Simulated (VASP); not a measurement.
An input for Ansatz (written as the equivalent of a VASP run, and not itself run):

Ansatz 0.2 input:
```yaml
crystal:
  lattice:
    - [3.4566384, -5.8320486, 0.0000000]
    - [1.6611918, 2.8772680, 0.0000000]
    - [0.0000000, 0.0000000, 5.3312302]
  atoms:
    - { symbol: In, position: [0.3471082, 0.3471082, 0.4976222] }
    - { symbol: In, position: [0.1528908, 0.6528918, 0.9976222] }
    - { symbol: N, position: [0.3648162, 0.3648162, 0.9038735] }
    - { symbol: N, position: [0.1351828, 0.6351838, 0.4038735] }
    - { symbol: N, position: [0.8015791, 0.3015781, 0.8634783] }
    - { symbol: N, position: [0.6984209, 0.6984219, 0.3634783] }
    - { symbol: Al, position: [0.8286267, 0.3286257, 0.4990260] }
    - { symbol: Al, position: [0.6713733, 0.6713743, 0.9990260] }
kpoints:
  mp_grid: { grid: [4, 7, 4] }
hamiltonian:
  xc: pbe
  pseudopotentials: { kind: paw }
scf:
  occupations: { method: gaussian, width: 0.05 }
  max_iter: 100
relax:
  max_steps: 60
  f_tol: 0.02
  cell: {}
output: { forces: true, stress: true, eigenvalues: true }
```

Q: Translate this input to VASP (INCAR, KPOINTS, POSCAR, choice of POTCAR).

A: This is not unique; one that fits is 
KPOINTS:
```
kpoints
0
G
 4 7 4
0 0 0
```

### INCAR
```
ALGO = Normal
EDIFF = 1E-6
EDIFFG = -0.02
ENCUT = 500
GGA = PE
IBRION = 2
ISIF = 3
ISMEAR = 0
LASPH = T
LCHARG = F
LMAXMIX = 4
LREAL = F
LWAVE = F
NELM = 100
NSW = 60
PREC = Accurate
SIGMA = 0.05
SYSTEM = Al2In2N4
```

**POSCAR**
```
Al2In2N4
1
    3.4566384253    -5.8320486204     0.0000000000
    1.6611918331     2.8772680028     0.0000000000
    0.0000000000     0.0000000000     5.3312301812
In N Al
2 4 2
Direct
  0.3471082419   0.3471082419   0.4976221992
  0.1528907581   0.6528917581   0.9976221992
  0.3648162283   0.3648162284   0.9038735220
  0.1351827717   0.6351837716   0.4038735220
  0.8015790986   0.3015780986   0.8634783021
  0.6984209014   0.6984219014   0.3634783021
  0.8286267066   0.3286257066   0.4990259767
  0.6713732934   0.6713742934   0.9990259767
```

POTCAR, in this order: In_d N Al (PBE.64 set). Program: vasp_std.

What does not carry over: each code has its own PAW files, so the cut-off isn't converted (ENCUT is set for VASP's; basis.ecutwfc is left out, and Ansatz then takes the one that its files recommend); Ansatz stops its SCF on the density residual and VASP on the energy change (EDIFF).

The structure was generated: Al2In2N4 was put into an ordered model structure (Pmn2_1), which need not be its known phase. This run relaxes it. Symmetry was kept, so distortions that lower it aren't found. The start is the result of an earlier pass.
